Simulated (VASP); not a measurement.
Method: LDA (Ceperley-Alder, Perdew-Zunger), VASP's LDA PAW potentials (set 64) (plane waves; VASP).

The input files of a VASP run:

File POSCAR:
```
ZrO2
1.0
  0.0000000000   2.4863082011   2.4863082011
  2.4863082011   0.0000000000   2.4863082011
  2.4863082011   2.4863082011   0.0000000000
Zr O
1 2
Direct
  0.0000000000   0.0000000000   0.0000000000
  0.2500000000   0.2500000000   0.2500000000
  0.7500000000   0.7500000000   0.7500000000
```

INCAR:
```
# general
SYSTEM  = ZrO2
PREC    = Accurate
ENCUT   = 620
LREAL   = .False.
LASPH   = .True.   # aspherical one-centre terms

# electronic loop
EDIFF   = 1E-6
NELM    = 100   # most electronic steps
ALGO    = Normal   # blocked Davidson
LMAXMIX = 4   # l cut-off of mixed one-centre charges

# smearing
ISMEAR  = 0
SIGMA   = 0.05   # width (eV)

# ions
IBRION  = 2
NSW     = 40
ISIF    = 3
EDIFFG  = -0.02   # ionic stop
PSTRESS = 200

# output
LWAVE   = .False.
LCHARG  = .False.
```

### KPOINTS
```
K-points
0
G
  8 8 8
```

POTCAR, in this order: Zr_sv O (LDA.64 set). Program: vasp_std.

Question: What will the output report for the number of irreducible k-points (NKPTS), largest plane-wave count, number of space-group operations, FFT grid (NGX, NGY, NGZ)?

Answer: 
| Item | Result |
|---|---|
| number of irreducible k-points (NKPTS) | 29 |
| largest plane-wave count | 1090 |
| number of space-group operations | 48 |
| FFT grid (NGX, NGY, NGZ) | 30 × 30 × 30 |

The compound is ZrO2 in the fluorite structure, the high-temperature cubic form, which is unstable at 0 K; the monoclinic form is the stable one. This run relaxes it under an external pressure of 20 GPa. Symmetry was kept, so distortions that lower it aren't found.
